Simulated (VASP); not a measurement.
# HfB3Ir (Pm-3m) in VASP: notebook

One crystal, HfB3Ir, is run at these levels: PBE; tasks: single point, relaxation of cell and atoms.

Program: VASP 6.6.1. These are calculated values, not measurements. Logs are shortened: lines on timing, memory, paths and dates and some standing lists are left out, and cuts for length are marked.

## 1. The cell of the first run

Symmetry: Pm-3m, No. 221, cubic system. The conventional cell has a = 4.047 Å, b = 4.047 Å, c = 4.047 Å, α = 90.00°, β = 90.00°, γ = 90.00°. Hf (site symmetry m-3m) has 12 B at 2.86 Å as nearest neighbours. Around B (site symmetry 4/mmm) lie 2 Ir at 2.02 Å. Ir (site symmetry m-3m) has 6 B at 2.02 Å as nearest neighbours.

The cell was built by a generator and needn't be a form met in nature.

## 2. Single point, PBE (species swapped into the Mn3ZnC type (Pm-3m, No. 221))

The input, INCAR:

```
PREC = Accurate
ENCUT = 520
EDIFF = 1E-7
ISMEAR = 0
SIGMA = 0.1
LREAL = False
LASPH = True
NELM = 100
ALGO = Normal
ISIF = 2
LWAVE = False
LCHARG = False
GGA = PE
NBANDS = 22
```

The input, KPOINTS:

```
Automatic mesh
0
Gamma
  10 10 10
```

The input, POSCAR:

```
HfB3Ir
1.0
    4.0472968780      0.0000000000      0.0000000000
    0.0000000000      4.0472968780      0.0000000000
    0.0000000000      0.0000000000      4.0472968780
Hf B Ir
1 3 1
Direct
    0.0000000000      0.0000000000      0.0000000000
    0.0000000000      0.5000000000      0.5000000000
    0.5000000000      0.5000000000      0.0000000000
    0.5000000000      0.0000000000      0.5000000000
    0.5000000000      0.5000000000      0.5000000000
```

Potentials or basis: VASP PAW PBE potentials, release 64 (Hf_pv, B, Ir).

Started as:

```
$ cat potpaw_PBE.64/Hf_pv/POTCAR potpaw_PBE.64/B/POTCAR potpaw_PBE.64/Ir/POTCAR > POTCAR
$ mpirun -np 1 vasp_std > vasp.out
```

OUTCAR:

```text
PREC = Accurate
   ENCUT = 520
   EDIFF = 1E-7
   ISMEAR = 0
   LREAL = False
   LASPH = True
   NELM = 100
   ISIF = 2
   GGA = PE

 ion  position               nearest neighbor table
   1  0.000  0.000  0.000-   2 2.86   3 2.86   4 2.86   2 2.86   4 2.86   2 2.86   3 2.86   2 2.86
                             3 2.86   4 2.86   4 2.86   3 2.86   5 3.51   5 3.51   5 3.51   5 3.51
   2  0.000  0.500  0.500-   5 2.02   5 2.02   1 2.86   1 2.86   1 2.86   1 2.86
   3  0.500  0.500  0.000-   5 2.02   5 2.02   1 2.86   1 2.86   1 2.86   1 2.86
   4  0.500  0.000  0.500-   5 2.02   5 2.02   1 2.86   1 2.86   1 2.86   1 2.86
   5  0.500  0.500  0.500-   2 2.02   3 2.02   4 2.02   3 2.02   4 2.02   2 2.02   1 3.51   1 3.51
                             1 3.51   1 3.51   1 3.51   1 3.51   1 3.51   1 3.51

  LATTYP: Found a simple cubic cell.
 ALAT       =     4.0472968780

  Lattice vectors:

 A1 = (   4.0472968780,   0.0000000000,   0.0000000000)
 A2 = (   0.0000000000,   4.0472968780,   0.0000000000)
 A3 = (   0.0000000000,   0.0000000000,   4.0472968780)

Analysis of symmetry for initial positions (statically):
=====================================================================
 Subroutine PRICEL returns:
 Original cell was already a primitive cell.

 Routine SETGRP: Setting up the symmetry group for a
 simple cubic supercell.

 Subroutine GETGRP returns: Found 48 space group operations
 (whereof 48 operations were pure point group operations)
 out of a pool of 48 trial point group operations.

The static configuration has the point symmetry O_h .

Analysis of symmetry for dynamics (positions and initial velocities):
=====================================================================
 Subroutine PRICEL returns:
 Original cell was already a primitive cell.

 Routine SETGRP: Setting up the symmetry group for a
 simple cubic supercell.

 Subroutine GETGRP returns: Found 48 space group operations
 (whereof 48 operations were pure point group operations)
 out of a pool of 48 trial point group operations.

The dynamic configuration has the point symmetry O_h .

 Subroutine INISYM returns: Found 48 space group operations
 (whereof 48 operations are pure point group operations),
 and found     1 'primitive' translations

----------------------------------------------------------------------------------------

                                     Primitive cell

  volume of cell :      66.2972

  direct lattice vectors                    reciprocal lattice vectors
     4.047296878  0.000000000  0.000000000     0.247078490  0.000000000  0.000000000
     0.000000000  4.047296878  0.000000000     0.000000000  0.247078490  0.000000000
[... 98 lines left out ...]
   ISYM   =      2    0-nonsym 1-usesym 2-fastsym
   POTIM  = 0.5000    time-step for ionic-motion
   TEBEG  =    0.0;   TEEND  =   0.0 temperature during run
   PSTRESS=    0.0 pullay stress
   NELECT =      28.0000    total number of electrons
   NUPDOWN=      -1.0000    fix difference up-down
   EMIN   =  10.00;   EMAX   =-10.00  energy-range for DOS
   EFERMI =   0.00;   METHOD = LEGACY
   ISMEAR =     0;   SIGMA  =   0.10  broadening in eV -4-tet -1-fermi 0-gaus
   EFERMI_NEDOS =   21; number of points for ismear=-14 and -15
   IALGO  =     38    algorithm
   IMIX   =      4    mixing-type and parameters
     AMIX     =   0.40;   BMIX     =  1.00
     AMIX_MAG =   1.60;   BMIX_MAG =  1.00
  volume/ion in A,a.u.               =      13.26        89.48
  Fermi-wavevector in a.u.,A,eV,Ry     =   1.228275  2.321104 20.526574  1.508661
  Thomas-Fermi vector in A             =   2.363207
   LORBIT       =      0    0 simple, 1 ext, 2 COOP (PROOUT), +10 PAW based schemes
   GGA     = PE    functional components
   LHFCALC =     F    Hartree Fock is set to
   AEXX    =    0.0000 exact exchange contribution
   IVDW    =     0    specifies the selected vdW correction
   LEPSILON=     F    determine dielectric tensor
   LRPA    =     F    only Hartree local field effects (RPA)
 non-spin polarized calculation
 Gauss-broadening in eV      SIGMA  =   0.10
  energy-cutoff  :      520.00
  volume of cell :       66.30
 maximum number of plane-waves:      1806
   NGX = 15   NGY = 15   NGZ = 15

 number of electron      28.0000001 magnetization

 Free energy of the ion-electron system (eV)
  ---------------------------------------------------
  ext. energy  EPLUGINS =         0.00000000
  ---------------------------------------------------
  free energy    TOTEN  =       -35.20118354 eV

  energy without entropy =      -35.17438240  energy(sigma->0) =      -35.18778297

 E-fermi :   6.6533     XC(G=0): -11.5251

 val. band max:        6.6448239389   @ k =   0.4000   0.3000   0.1000
 cond. band min:       6.6718704702   @ k =   0.5000   0.4000   0.2000
 fundamental gap:      0.0270465313
 Fermi energy:         6.6533414184

 k-point     1 :       0.0000    0.0000    0.0000
  band No.  band energies     occupation
      1     -25.5765      2.00000
      2     -25.5765      2.00000
      3     -25.5765      2.00000
      4      -5.7137      2.00000
      5      -2.2002      2.00000
      6      -2.2002      2.00000
[... 589 lines left out ...]
     21       9.5674      0.00000
     22      10.5088      0.00000

 [... further k-points ...]

------------------------ aborting loop because EDIFF is reached ----------------------------------------

  FORCE on cell =-STRESS in cart. coord.  units (eV):
  Direction    XX          YY          ZZ          XY          YZ          ZX
  --------------------------------------------------------------------------------------
  -------------------------------------------------------------------------------------
  Total        0.0807949      0.0807949      0.0807949     -0.0000000     -0.0000000     -0.0000000
  in kB        1.9525364      1.9525364      1.9525364     -0.0000000     -0.0000000     -0.0000000
  external PRESSURE =       1.9525364 kB  Pullay stress =       0.0000000 kB

 VOLUME and BASIS-vectors are now :
 -----------------------------------------------------------------------------
  energy-cutoff  :      520.00
  volume of cell :       66.30
      direct lattice vectors                 reciprocal lattice vectors
     4.047296878  0.000000000  0.000000000     0.247078490  0.000000000  0.000000000
     0.000000000  4.047296878  0.000000000     0.000000000  0.247078490  0.000000000
     0.000000000  0.000000000  4.047296878     0.000000000  0.000000000  0.247078490

 POSITION                                       TOTAL-FORCE (eV/Angst)
 -----------------------------------------------------------------------------------
      0.00000      0.00000      0.00000         0.000000      0.000000      0.000000
      0.00000      2.02365      2.02365         0.000000      0.000000      0.000000
      2.02365      2.02365      0.00000         0.000000      0.000000      0.000000
      2.02365      0.00000      2.02365         0.000000      0.000000      0.000000
      2.02365      2.02365      2.02365         0.000000      0.000000      0.000000
 -----------------------------------------------------------------------------------
    total drift:                                0.000000      0.000000     -0.000000

  FREE ENERGIE OF THE ION-ELECTRON SYSTEM (eV)
  ---------------------------------------------------
  free  energy   TOTEN  =       -35.2011835352 eV

  energy  without entropy=      -35.1743823981  energy(sigma->0) =      -35.18778297
```

OSZICAR:

```text
N       E                     dE             d eps       ncg     rms          rms(c)
DAV:   1     0.139415753220E+03    0.13942E+03   -0.13129E+04  2464   0.118E+03
DAV:   2    -0.287039596425E+02   -0.16812E+03   -0.15548E+03  2628   0.295E+02
DAV:   3    -0.393181440911E+02   -0.10614E+02   -0.10074E+02  3280   0.618E+01
DAV:   4    -0.395820549944E+02   -0.26391E+00   -0.26110E+00  3140   0.993E+00
DAV:   5    -0.395885868137E+02   -0.65318E-02   -0.65244E-02  3310   0.141E+00    0.366E+01
DAV:   6    -0.359606424753E+02    0.36279E+01   -0.25664E+01  3692   0.331E+01    0.192E+01
DAV:   7    -0.354359535772E+02    0.52469E+00   -0.72282E+00  3964   0.232E+01    0.139E+01
DAV:   8    -0.352144674488E+02    0.22149E+00   -0.12477E+00  3574   0.860E+00    0.576E+00
DAV:   9    -0.352009017839E+02    0.13566E-01   -0.46813E-02  3090   0.148E+00    0.379E-01
DAV:  10    -0.352011454696E+02   -0.24369E-03   -0.16306E-03  3298   0.269E-01    0.268E-01
DAV:  11    -0.352011880371E+02   -0.42568E-04   -0.12698E-04  3142   0.749E-02    0.305E-02
DAV:  12    -0.352011847548E+02    0.32824E-05   -0.20005E-05  3820   0.372E-02    0.138E-02
DAV:  13    -0.352011834971E+02    0.12577E-05   -0.22208E-06  3078   0.972E-03    0.525E-03
DAV:  14    -0.352011835352E+02   -0.38128E-07   -0.88828E-08  2120   0.247E-03
   1 F= -.35201184E+02 E0= -.35187783E+02  d E =-.268011E-01
```

stdout:

```text
POSCAR found type information on POSCAR HfB Ir
 POSCAR found :  3 types and       5 ions
 scaLAPACK will be used
 LDA part: xc-table for (Slater+PW92), standard interpolation
 POSCAR, INCAR and KPOINTS ok, starting setup
 FFT: planning ... GRIDC
 FFT: planning ... GRID_SOFT
 FFT: planning ... GRID
 WAVECAR not read
 entering main loop
```

Run time: 36 s. Hardware: 1 thread of AMD EPYC 9R45 (Zen 5), shared host; peak memory 0.2 GiB.

Results:

```yaml
Free_energy: -35.2012 eV
Pressure: 0.2 GPa
Band_gap_on_the_k_mesh: none (metal or under the smearing width)
```

## 3. Relaxation of cell and atoms, PBE (species swapped into the Mn3ZnC type (Pm-3m, No. 221))

The input, INCAR:

```
  ALGO = Normal
  EDIFF = 1E-7
  EDIFFG = -0.01
  ENCUT = 600
  GGA = PE
  IBRION = 2
  ISIF = 3
  ISMEAR = 0
  LASPH = T
  LCHARG = F
  LREAL = F
  LWAVE = F
  NELM = 80
  NSW = 100
  PREC = Accurate
  SIGMA = 0.1
```

The input, KPOINTS:

```
k-points
0
Gamma
  10 10 10
```

Changes to POSCAR since step 2:

```diff
@@ -2,5 +2,5 @@
 1.0
-    4.0472968780      0.0000000000      0.0000000000
-    0.0000000000      4.0472968780      0.0000000000
-    0.0000000000      0.0000000000      4.0472968780
+    4.0447977147      0.0000000000      0.0000000000
+    0.0000000000      4.0447977147      0.0000000000
+    0.0000000000      0.0000000000      4.0447977147
 Hf B Ir
```

Potentials or basis: VASP PAW PBE potentials, release 64 (Hf_pv, B, Ir).

Started as:

```
$ cat potpaw_PBE.64/Hf_pv/POTCAR potpaw_PBE.64/B/POTCAR potpaw_PBE.64/Ir/POTCAR > POTCAR
$ mpirun -np 1 vasp_std > vasp.out
```

It took 79 s on 1 thread of AMD EPYC 9R45 (Zen 5), shared host; peak memory 0.23 GiB.

Results (log left out):

* Free energy: -35.2032 eV
* Relaxed volume: 13.27 Å³/atom
* Relaxed cell: a = 4.049 Å, b = 4.049 Å, c = 4.049 Å, α = 90.00°, β = 90.00°, γ = 90.00°
* Space group after relaxing (to 0.05 Å): Pm-3m (No. 221)
* Energy gained by relaxing: 0.1 meV/atom
* Ionic steps: 3
* Pressure after relaxing: 0.0 GPa
* Band gap on the k mesh: none (metal or under the smearing width)

The path:
```tsv
step	energy change (eV)	largest force (eV/Å)	pressure (GPa)	volume (Å³)
1	0.0000	0.0000	0.53	66.17
2	0.0001	0.0000	-0.54	66.59
3	-0.0003	0.0000	0.01	66.37
```

Final structure:
```
CELL_PARAMETERS angstrom
4.04885 0.00000 0.00000
0.00000 4.04885 0.00000
0.00000 0.00000 4.04885
ATOMIC_POSITIONS crystal
Hf 0.00000 0.00000 0.00000
B 0.00000 0.50000 0.50000
B 0.50000 0.50000 0.00000
B 0.50000 0.00000 0.50000
Ir 0.50000 0.50000 0.50000
```

Levels at points of the mesh, in eV from the Fermi level:
```csv
k point,band 10,band 11,band 12,band 13,band 14,band 15,band 16,band 17,band 18
"(0.00, 0.00, 0.00)",-3.57,-3.57,-3.57,-0.92,-0.92,0.82,0.82,0.82,1.45
"(0.50, 0.00, 0.00)",-4.12,-3.62,-3.62,-3.02,-0.64,1.04,1.39,1.39,2.27
"(0.50, 0.50, 0.00)",-5.75,-5.75,-0.89,-0.84,-0.02,-0.02,0.45,0.45,1.22
"(0.50, 0.50, 0.50)",-6.95,-6.91,-6.91,0.56,0.82,0.82,0.82,2.10,2.10
```

Spin-orbit coupling is left out, which matters for the levels of Hf, Ir.

## 4. Single point, PBE (species swapped into the Mn3ZnC type (Pm-3m, No. 221))

The input, INCAR:

```
SYSTEM = HfB3Ir
ALGO = Normal ; EDIFF = 1E-6
ENCUT = 520 ; GGA = PE
ISIF = 2 ; ISMEAR = 0
LASPH = .True. ; LCHARG = .False.
LREAL = .False. ; LWAVE = .False.
NBANDS = 22 ; NELM = 60
PREC = Accurate ; SIGMA = 0.1
```

The input, KPOINTS:

```
k-points
0
Gamma
  6 6 6
  0 0 0
```

POSCAR is that of step 3.

Potentials or basis: VASP PAW PBE potentials, release 64 (Hf_pv, B, Ir).

Started as:

```
$ cat potpaw_PBE.64/Hf_pv/POTCAR potpaw_PBE.64/B/POTCAR potpaw_PBE.64/Ir/POTCAR > POTCAR
$ mpirun -np 1 vasp_std > vasp.out
```

OUTCAR:

```text
SYSTEM = HfB3Ir
   EDIFF = 1E-6
   ENCUT = 520
   GGA = PE
   ISIF = 2
   ISMEAR = 0
   LASPH = .True.
   LREAL = .False.
   NELM = 60
   PREC = Accurate

 ion  position               nearest neighbor table
   1  0.000  0.000  0.000-   2 2.86   3 2.86   4 2.86   2 2.86   4 2.86   2 2.86   3 2.86   2 2.86
                             3 2.86   4 2.86   4 2.86   3 2.86   5 3.50   5 3.50   5 3.50   5 3.50
   2  0.000  0.500  0.500-   5 2.02   5 2.02   1 2.86   1 2.86   1 2.86   1 2.86
[... 702 lines left out ...]
  -------------------------------------------------------------------------------------
  Total        0.1364654      0.1364654      0.1364654     -0.0000000     -0.0000000      0.0000000
  in kB        3.3040202      3.3040202      3.3040202     -0.0000000     -0.0000000      0.0000000
  external PRESSURE =       3.3040202 kB  Pullay stress =       0.0000000 kB

 VOLUME and BASIS-vectors are now :
 -----------------------------------------------------------------------------
  energy-cutoff  :      520.00
  volume of cell :       66.17
      direct lattice vectors                 reciprocal lattice vectors
     4.044797715  0.000000000  0.000000000     0.247231152  0.000000000  0.000000000
     0.000000000  4.044797715  0.000000000     0.000000000  0.247231152  0.000000000
     0.000000000  0.000000000  4.044797715     0.000000000  0.000000000  0.247231152

 POSITION                                       TOTAL-FORCE (eV/Angst)
 -----------------------------------------------------------------------------------
      0.00000      0.00000      0.00000         0.000000      0.000000      0.000000
      0.00000      2.02240      2.02240         0.000000      0.000000      0.000000
      2.02240      2.02240      0.00000         0.000000      0.000000      0.000000
      2.02240      0.00000      2.02240         0.000000      0.000000      0.000000
      2.02240      2.02240      2.02240         0.000000      0.000000      0.000000
 -----------------------------------------------------------------------------------
    total drift:                                0.000000      0.000000     -0.000000

  FREE ENERGIE OF THE ION-ELECTRON SYSTEM (eV)
  ---------------------------------------------------
  free  energy   TOTEN  =       -35.1952275165 eV

  energy  without entropy=      -35.1662151826  energy(sigma->0) =      -35.18072135
```

stdout:

```text
POSCAR found type information on POSCAR HfB Ir
 POSCAR found :  3 types and       5 ions
 scaLAPACK will be used
 LDA part: xc-table for (Slater+PW92), standard interpolation
 POSCAR, INCAR and KPOINTS ok, starting setup
 FFT: planning ... GRIDC
 FFT: planning ... GRID_SOFT
 FFT: planning ... GRID
 WAVECAR not read
 entering main loop
```

Run time: 15 s. Hardware: 1 thread of AMD EPYC 9R45 (Zen 5), shared host; peak memory 0.16 GiB.

Results:

| Property | Result |
| --- | --- |
| Free energy | -35.1952 eV |
| Pressure | 0.3 GPa |
| Band gap on the k mesh | none (metal or under the smearing width) |

Spin-orbit coupling is left out, which matters for the levels of Hf, Ir.

## 5. Relaxation of cell and atoms, PBE (species swapped into the Mn3ZnC type (Pm-3m, No. 221))

The input, INCAR:

```
SYSTEM = HfB3Ir
  PREC = Accurate
  ENCUT = 600
  EDIFF = 1E-6
  ISMEAR = 0
  SIGMA = 0.1
  LREAL = .False.
  LASPH = .True.
  NELM = 60
  ALGO = Fast
  ISIF = 3
  LWAVE = .False.
  LCHARG = .False.
  GGA = PE
  IBRION = 2
  NSW = 90
  EDIFFG = -0.04
```

The input, KPOINTS:

```
Automatic mesh
0
Gamma
  6 6 6
  0 0 0
```

Changes to POSCAR since step 4:

```diff
@@ -2,5 +2,5 @@
 1.0
-    4.0447977147      0.0000000000      0.0000000000
-    0.0000000000      4.0447977147      0.0000000000
-    0.0000000000      0.0000000000      4.0447977147
+    3.6869203300      0.0000000000      0.0000000000
+    0.0000000000      3.6869203300      0.0000000000
+    0.0000000000      0.0000000000      3.6869203300
 Hf B Ir
```

Started as:

```
$ cat potpaw_PBE.64/Hf_pv/POTCAR potpaw_PBE.64/B/POTCAR potpaw_PBE.64/Ir/POTCAR > POTCAR
$ mpirun -np 1 vasp_std > vasp.out
```

Wall time 82 s (1 thread of AMD EPYC 9R45 (Zen 5), shared host); peak memory 0.16 GiB.

The run converged. Its results:

- Free energy: -35.1916 eV
- Relaxed volume: 13.26 Å³/atom
- Relaxed cell: a = 4.047 Å, b = 4.047 Å, c = 4.047 Å, α = 90.00°, β = 90.00°, γ = 90.00°
- Space group after relaxing (to 0.05 Å): Pm-3m (No. 221)
- Energy gained by relaxing: 669.3 meV/atom
- Ionic steps: 5
- Pressure after relaxing: 0.0 GPa
- Band gap on the k mesh: none (metal or under the smearing width)

Step by step:
```
step  energy change (eV)  largest force (eV/Å)  pressure (GPa)  volume (Å³)
   1              0.0000                0.0000           83.72        50.12
   2              0.8059                0.0000          -29.25        98.52
   3             -3.3266                0.0000           -3.85        67.91
   4             -3.3447                0.0000           -1.16        66.77
   5             -3.3464                0.0000           -0.01        66.30
```

Final structure:
```
CELL_PARAMETERS angstrom
4.04729 0.00000 0.00000
0.00000 4.04729 0.00000
0.00000 0.00000 4.04729
ATOMIC_POSITIONS crystal
Hf 0.00000 0.00000 0.00000
B 0.00000 0.50000 0.50000
B 0.50000 0.50000 0.00000
B 0.50000 0.00000 0.50000
Ir 0.50000 0.50000 0.50000
```

Levels at points of the mesh, in eV from the Fermi level:
```csv
k point,band 11,band 12,band 13,band 14,band 15,band 16,band 17,band 18
"(0.00, 0.00, 0.00)",-3.54,-3.54,-0.86,-0.86,0.85,0.85,0.85,1.52
"(0.50, 0.00, 0.00)",-3.59,-3.59,-2.98,-0.61,1.10,1.42,1.42,2.34
"(0.50, 0.50, 0.00)",-5.71,-0.87,-0.79,0.00,0.00,0.50,0.50,1.27
"(0.50, 0.50, 0.50)",-6.88,-6.88,0.62,0.87,0.87,0.87,2.17,2.17
```

Caveat: the volume moved by over 15 % at a fixed basis, so the end points are rough. The run has no spin-orbit coupling, so splittings on Hf, Ir are missing.

## 6. Overview

| task | cell | k mesh | cutoff (eV) | gap on the mesh (eV) | pressure (GPa) | relaxed volume (Å³/atom) |
| --- | --- | --- | --- | --- | --- | --- |
| single point | species swapped into the Mn3ZnC type (Pm-3m, No. 221) | 10 × 10 × 10 | 520 | none | 0.2 | - |
| relaxation of cell and atoms | relaxed from: species swapped into the Mn3ZnC type (Pm-3m, No. 221) | 10 × 10 × 10 | 600 | none | 0.0 | 13.27 |
| single point | species swapped into the Mn3ZnC type (Pm-3m, No. 221) | 6 × 6 × 6 | 520 | none | 0.3 | - |
| relaxation of cell and atoms | relaxed from: species swapped into the Mn3ZnC type (Pm-3m, No. 221) | 6 × 6 × 6 | 600 | none | 0.0 | 13.26 |

Alike in all rows: level PBE; potentials or basis VASP PAW PBE potentials, release 64 (Hf_pv, B, Ir); no spin polarisation; smearing gaussian 0.1 eV.

Caveats: the volume moved by over 15 % at a fixed basis, so the end points are rough (some runs).

Total energies depend on the potentials used, so only differences within one code and one set of settings carry meaning.
